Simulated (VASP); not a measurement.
Here is the system:

```
CELL_PARAMETERS angstrom
      0.00000     3.19102     3.19102
      3.19102     0.00000     3.19102
      3.19102     3.19102     0.00000
ATOMIC_POSITIONS crystal
  K  0.00000 0.00000 0.00000
  Cl 0.50000 0.50000 0.50000
```

The numbers are results of PBE GGA, VASP's PBE PAW potentials (set 64) (plane waves; VASP 6.6.1), not measurements. Settings: 520 eV cut-off, Gaussian smearing of 0.050 eV, potentials K_sv Cl.

Give the energies of bands 6 to 11 at the high-symmetry points, in eV from the valence-band maximum.

```tsv
band	Γ	X	U	L	W
6	0.00	-0.63	-0.54	-0.98	-0.45
7	0.00	-0.21	-0.51	-0.29	-0.45
8	0.00	-0.21	-0.27	-0.29	-0.45
9	5.04	6.56	7.26	7.47	7.97
10	8.35	8.16	8.93	8.43	7.97
11	8.35	9.83	9.09	10.39	9.27
```

The gap is direct, 5.04 eV, from the valence maximum at Γ to the conduction minimum at Γ.

Measured: gap 8.50 eV (computed value off by -3.46 eV), as given by David Koller et al., Journal of Physics Condensed Matter (2013), arXiv:1304.4470.

The compound is KCl in the rock salt structure. It was relaxed first.
